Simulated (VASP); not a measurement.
Given:

```xyz
2
Lattice="2.8635 0.0000 0.0000 0.0000 2.8635 0.0000 0.0000 0.0000 2.8635" Properties=species:S:1:pos:R:3 pbc="T T T"
Al     1.4318     1.4318     1.4318
Ni     0.0000     0.0000     0.0000
```

The numbers are results of AM05 GGA, VASP's PBE PAW potentials (set 64) (plane waves; VASP), not measurements. Run with 520 eV cut-off, Gaussian smearing of 0.050 eV, potentials Al Ni.

Problem. Give the energies of bands 1 to 9 at the high-symmetry points, in eV from the Fermi level.

Solution. 
| band | Γ | X | M | R |
|---|---|---|---|---|
| 1 | -11.27 | -6.98 | -5.39 | -4.20 |
| 2 | -3.34 | -6.89 | -3.47 | -4.20 |
| 3 | -3.34 | -2.85 | -2.95 | -4.20 |
| 4 | -1.58 | -2.31 | -2.95 | -1.02 |
| 5 | -1.58 | -2.31 | -2.13 | -1.02 |
| 6 | -1.58 | -1.49 | -2.13 | 1.96 |
| 7 | 5.58 | -0.66 | -1.05 | 1.96 |
| 8 | 5.58 | 8.27 | 1.51 | 1.96 |
| 9 | 5.58 | 10.09 | 2.58 | 3.94 |

It has no gap at this level: it comes out as a metal or semimetal.

The compound is NiAl in the CsCl type structure. It was relaxed first. The run is not spin-polarised, so no magnetic state was tried. The electron count is odd and the run is not spin-polarised, which forces a metal.
